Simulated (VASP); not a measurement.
Output of a VASP run:

File OSZICAR:
```
       N       E                     dE             d eps       ncg     rms          rms(c)
DAV:   1    -0.943886596275E+03   -0.94389E+03   -0.12094E+04   364   0.982E+02
DAV:   2    -0.107539936812E+04   -0.13151E+03   -0.12777E+03   409   0.294E+02
DAV:   3    -0.107887148750E+04   -0.34721E+01   -0.34660E+01   345   0.525E+01
DAV:   4    -0.107888042488E+04   -0.89374E-02   -0.89368E-02   388   0.266E+00
DAV:   5    -0.159827623129E+02    0.10629E+04   -0.74217E+00   341   0.491E+01    0.120E+01
DAV:   6    -0.148709005442E+02    0.11119E+01   -0.14918E+00   353   0.215E+01    0.796E+00
DAV:   7    -0.147798279844E+02    0.91073E-01   -0.73321E-01   343   0.975E+00    0.523E+00
DAV:   8    -0.147271891811E+02    0.52639E-01   -0.37929E-02   353   0.216E+00    0.261E+00
DAV:   9    -0.147044501613E+02    0.22739E-01   -0.12143E-02   344   0.114E+00    0.149E+00
DAV:  10    -0.146976445922E+02    0.68056E-02   -0.27687E-03   354   0.738E-01    0.887E-01
DAV:  11    -0.146953428410E+02    0.23018E-02   -0.84796E-04   344   0.461E-01    0.537E-01
DAV:  12    -0.146946291967E+02    0.71364E-03   -0.38126E-04   347   0.263E-01    0.310E-01
DAV:  13    -0.146944190532E+02    0.21014E-03   -0.93647E-05   346   0.137E-01    0.174E-01
DAV:  14    -0.146943594457E+02    0.59608E-04   -0.32488E-05   343   0.772E-02    0.101E-01
DAV:  15    -0.146943452196E+02    0.14226E-04   -0.12012E-05   345   0.470E-02    0.590E-02
DAV:  16    -0.146943437650E+02    0.14545E-05   -0.53190E-06   345   0.288E-02    0.335E-02
DAV:  17    -0.146943449075E+02   -0.11425E-05   -0.18524E-06   298   0.176E-02    0.198E-02
DAV:  18    -0.146943461015E+02   -0.11940E-05   -0.88943E-07   261   0.110E-02    0.113E-02
DAV:  19    -0.146943469067E+02   -0.80526E-06   -0.34051E-07   258   0.673E-03
   1 F= -.14694347E+02 E0= -.14694347E+02  d E =-.288348E-97
```

OUTCAR:
```
------------------------ aborting loop because EDIFF is reached ----------------------------------------
  FORCE on cell =-STRESS in cart. coord.  units (eV):
  Direction    XX          YY          ZZ          XY          YZ          ZX
  --------------------------------------------------------------------------------------
  Total      -19.3271386    -19.3271386    -19.3271386      0.0000000      0.0000000     -0.0000000
  in kB     -841.4388307   -841.4388307   -841.4388307      0.0000000      0.0000000     -0.0000000
  external PRESSURE =    -841.4388307 kB  Pullay stress =       0.0000000 kB
  volume of cell :       36.80
      direct lattice vectors                 reciprocal lattice vectors
     0.000000000  2.640028000  2.640028000    -0.189391931  0.189391931  0.189391931
     2.640028000  0.000000000  2.640028000     0.189391931 -0.189391931  0.189391931
     2.640028000  2.640028000  0.000000000     0.189391931  0.189391931 -0.189391931
 POSITION                                       TOTAL-FORCE (eV/Angst)
 -----------------------------------------------------------------------------------
      0.00000      0.00000      0.00000        -0.000000     -0.000000     -0.000000
      1.32001      1.32001      1.32001         0.000000      0.000000      0.000000
      3.96004      3.96004      3.96004        -0.000000     -0.000000     -0.000000
 -----------------------------------------------------------------------------------
    total drift:                               -0.000510      0.000057     -0.000545
  FREE ENERGIE OF THE ION-ELECTRON SYSTEM (eV)
  ---------------------------------------------------
  free  energy   TOTEN  =       -14.6943469067 eV

  energy  without entropy=      -14.6943469067  energy(sigma->0) =      -14.69434691

  exchange ACFDT corr.  =         0.00000000  see jH, gK, PRB 81, 115126
```
(Selected blocks of OUTCAR.)

### POSCAR
```
CdF2
1
    0.0000000000     2.6400280000     2.6400280000
    2.6400280000     0.0000000000     2.6400280000
    2.6400280000     2.6400280000     0.0000000000
Cd F
1 2
Direct
  0.0000000000   0.0000000000   0.0000000000
  0.2500000000   0.2500000000   0.2500000000
  0.7500000000   0.7500000000   0.7500000000
```

Write an INCAR and KPOINTS that could have produced this output.

One answer among several that fit: the input of the run itself, HSE06 screened hybrid, plane waves, VASP's PBE PAW potentials (set 64).

**INCAR**
```
SYSTEM  =  CdF2
PREC  =  Accurate; ENCUT  =  280; LREAL  =  .FALSE.
LASPH  =  .TRUE.; ISYM  =  3
EDIFF  =  1E-6; NELM  =  100; ALGO  =  Normal
LMAXMIX  =  4
ISMEAR  =  0; SIGMA  =  0.01
GGA  =  PE; LHFCALC  =  .TRUE.; AEXX  =  0.25
HFSCREEN  =  0.2; PRECFOCK  =  Fast
ISIF  =  2
LWAVE  =  .FALSE.; LCHARG  =  .FALSE.
```

**KPOINTS**
```
K-points
0
Gamma
5 5 5
```

POTCAR, in this order: Cd F (PBE.64 set). Program: vasp_std.

At this cut-off the stress carries a Pulay error, which pulls relaxed volumes low.

The structure comes from a computed database's CdF2 entry; how it stands against other phases isn't given here. The cell was not relaxed at this level. The run is one of a series of settings (ENCUT = 280 against the base run), some of them coarse on purpose.
